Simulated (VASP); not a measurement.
Output of a VASP run:

File OSZICAR:
```
       N       E                     dE             d eps       ncg     rms          rms(c)
DAV:   1     0.624435231237E+02    0.62444E+02   -0.66964E+03  3274   0.112E+03
DAV:   2    -0.131851797072E+02   -0.75629E+02   -0.71569E+02  3420   0.223E+02
DAV:   3    -0.164684871221E+02   -0.32833E+01   -0.32052E+01  4162   0.544E+01
DAV:   4    -0.165236680621E+02   -0.55181E-01   -0.55055E-01  3898   0.671E+00
DAV:   5    -0.165250825310E+02   -0.14145E-02   -0.14142E-02  4178   0.113E+00    0.125E+01
DAV:   6    -0.187035504747E+02   -0.21785E+01   -0.26400E+01  3490   0.129E+02    0.164E+01
DAV:   7    -0.154738569328E+02    0.32297E+01   -0.86585E+00  3920   0.854E+01    0.271E+00
DAV:   8    -0.154846039725E+02   -0.10747E-01   -0.10239E+00  4885   0.151E+01    0.230E+00
DAV:   9    -0.154430125922E+02    0.41591E-01   -0.18331E-01  3779   0.956E+00    0.366E-01
DAV:  10    -0.154435605220E+02   -0.54793E-03   -0.61416E-03  4060   0.679E-01    0.209E-01
DAV:  11    -0.154437899101E+02   -0.22939E-03   -0.57890E-04  3704   0.281E-01    0.248E-02
DAV:  12    -0.154438108967E+02   -0.20987E-04   -0.57180E-05  4385   0.151E-01    0.205E-02
DAV:  13    -0.154438112221E+02   -0.32534E-06   -0.25952E-05  3718   0.104E-01    0.522E-03
DAV:  14    -0.154438114167E+02   -0.19463E-06   -0.11771E-06  3075   0.123E-02
   1 F= -.15443811E+02 E0= -.15444063E+02  d E =0.754684E-03
```

### OUTCAR
```
------------------------ aborting loop because EDIFF is reached ----------------------------------------
  FORCE on cell =-STRESS in cart. coord.  units (eV):
  Direction    XX          YY          ZZ          XY          YZ          ZX
  --------------------------------------------------------------------------------------
  Total       -2.2557580     -2.2968262     -2.2751312      0.0000000      0.0000000      0.0000000
  in kB      -85.1166685    -86.6663012    -85.8476801      0.0000000      0.0000000      0.0000000
  external PRESSURE =     -85.8768833 kB  Pullay stress =       0.0000000 kB
  volume of cell :       42.46
      direct lattice vectors                 reciprocal lattice vectors
     0.000000000  2.773030000  2.769773000    -0.180888219  0.180308183  0.180520209
     2.764138000  0.000000000  2.769773000     0.180888219 -0.180308183  0.180520209
     2.764138000  2.773030000  0.000000000     0.180888219  0.180308183 -0.180520209
 POSITION                                       TOTAL-FORCE (eV/Angst)
 -----------------------------------------------------------------------------------
      1.38207      1.38651      1.38489         0.137480      0.000000      0.000000
      4.14621      4.15954      4.15466         0.137480     -0.000000      0.000000
      0.04019      2.77303      2.76977        -0.274959      0.000000      0.000000
 -----------------------------------------------------------------------------------
    total drift:                               -0.000257     -0.000002     -0.000002
  FREE ENERGIE OF THE ION-ELECTRON SYSTEM (eV)
  ---------------------------------------------------
  free  energy   TOTEN  =       -15.4438114167 eV

  energy  without entropy=      -15.4445661003  energy(sigma->0) =      -15.44406298

 total charge

# of ion       s       p       d       tot
------------------------------------------
    1        0.757   0.790   0.000   1.547
    2        0.757   0.790   0.000   1.547
    3        0.510   0.675   8.557   9.743
--------------------------------------------------
tot          2.024   2.255   8.557  12.837
```
(Selected blocks of OUTCAR.)

POSCAR:
```
NiSi2
1
    0.0000000000     2.7730300000     2.7697730000
    2.7641380000     0.0000000000     2.7697730000
    2.7641380000     2.7730300000     0.0000000000
Si Ni
2 1
Direct
  0.2500000000   0.2500000000   0.2500000000
  0.7500000000   0.7500000000   0.7500000000
 -0.0072690000   0.0072690000   0.0072690000
```

### Question
Write an INCAR and KPOINTS that could have produced this output.

### Answer
Several could match; the one computed here: the input of the run itself, PBE GGA + U (Dudarev), plane waves, VASP's PBE PAW potentials (set 64).

**INCAR**
```
ALGO = Normal
EDIFF = 1E-6
ENCUT = 400
GGA = PE
ISIF = 2
ISMEAR = 1
LASPH = .True.
LCHARG = .False.
LDAU = .True.
LDAUJ = 0 0
LDAUL = -1 2
LDAUPRINT = 1
LDAUTYPE = 2
LDAUU = 0 3.0
LMAXMIX = 4
LORBIT = 10
LREAL = .False.
LWAVE = .False.
NELM = 100
PREC = Accurate
SIGMA = 0.1
SYSTEM = NiSi2
```

**KPOINTS**
```
Automatic
0
Gamma
 9 9 9
```

POTCAR, in this order: Si Ni (PBE.64 set). Program: vasp_std.

The compound is NiSi2 in the fluorite structure. The cell was not relaxed at this level, atoms are displaced from their ideal sites. The run is one of a series of settings (LDAU = .TRUE., LDAUJ = 0 0, LDAUL = -1 2, LDAUTYPE = 2, LDAUU = 0 3.0 against the base run), some of them coarse on purpose. The run is not spin-polarised, so no magnetic state was tried.
